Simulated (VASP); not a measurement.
Here is the system:

```xyz
8
Lattice="0.0000 3.0383 3.0383 3.0383 0.0000 3.0383 12.1674 12.1674 -0.0141" Properties=species:S:1:pos:R:3 pbc="T T T"
Hg    12.1053    12.1053     0.0481
Hg     3.0199     3.0199     0.0184
Hg     9.1377     9.1377     6.0540
Hg    12.2259    12.2259     6.0042
Se     1.4896     1.4896     1.5487
Se     4.5685     4.5685     1.5082
Se     7.6461     7.6461     1.4689
S     10.6336    10.6336     1.5198
```

Calculation: PBEsol GGA, VASP's PBE PAW potentials (set 64) (plane waves; VASP 6.6.1). Run with 400 eV cut-off, Gaussian smearing of 0.050 eV, potentials Hg Se S.

Task: Give the energies of bands 27 to 40 at the high-symmetry points, in eV from the Fermi level.

Result: 
| band | Γ | T | H2 | L | S0 | F |
|---|---|---|---|---|---|---|
| 27 | -3.17 | -1.93 | -5.07 | -4.87 | -5.07 | -4.88 |
| 28 | -1.07 | -1.82 | -5.06 | -4.83 | -5.06 | -4.79 |
| 29 | -1.07 | -1.04 | -3.00 | -2.44 | -2.99 | -2.38 |
| 30 | -1.00 | -1.04 | -2.80 | -2.41 | -2.79 | -2.32 |
| 31 | -0.60 | -0.73 | -2.67 | -2.25 | -2.71 | -2.31 |
| 32 | -0.60 | -0.73 | -2.62 | -1.97 | -2.60 | -2.24 |
| 33 | -0.41 | -0.23 | -1.84 | -1.64 | -1.86 | -1.73 |
| 34 | -0.41 | -0.23 | -1.74 | -1.57 | -1.74 | -1.52 |
| 35 | -0.09 | -0.08 | -1.67 | -1.23 | -1.67 | -0.99 |
| 36 | 0.01 | -0.08 | -1.57 | -1.06 | -1.55 | -0.93 |
| 37 | 0.01 | 0.41 | 2.84 | 1.76 | 2.82 | 1.08 |
| 38 | 0.89 | 0.61 | 2.90 | 1.84 | 2.91 | 2.53 |
| 39 | 1.13 | 1.09 | 2.98 | 2.75 | 2.98 | 2.72 |
| 40 | 1.20 | 1.24 | 3.06 | 2.90 | 3.07 | 2.76 |

It has no gap at this level: it comes out as a metal or semimetal.

The structure was generated: Hg4SSe3 was put into an ordered model structure (R3m), which need not be its known phase. It was relaxed first.
